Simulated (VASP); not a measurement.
Consider the following.

```yaml
crystal:
  lattice:
    - [0.00000, 2.84939, 2.84939]
    - [2.84939, 0.00000, 2.84939]
    - [2.84939, 2.84939, 0.00000]
  atoms:
    - { symbol: Na, position: [0.00000, 0.00000, 0.00000] }
    - { symbol: Cl, position: [0.50000, 0.50000, 0.50000] }
```

The numbers are results of TPSS meta-GGA, VASP's PBE PAW potentials (set 64) (plane waves; VASP), not measurements. Run with 520 eV cut-off, 7×7×7 Γ-centred mesh, Gaussian smearing of 0.050 eV, potentials Na_pv Cl.

Q: Estimate the energy per atom (σ→0), band gap (on the k-mesh) with the smallest direct gap where there is one.

A: 
```yaml
band gap (on the k-mesh): 5.35 eV
smallest direct gap (on the k-mesh): 5.35 eV
energy per atom (σ→0): -7.949 eV/atom
```

The absolute energy has meaning only against runs of the same code, potentials and settings.

The compound is NaCl in the rock salt structure. It was relaxed first. The start is the result of an earlier pass.
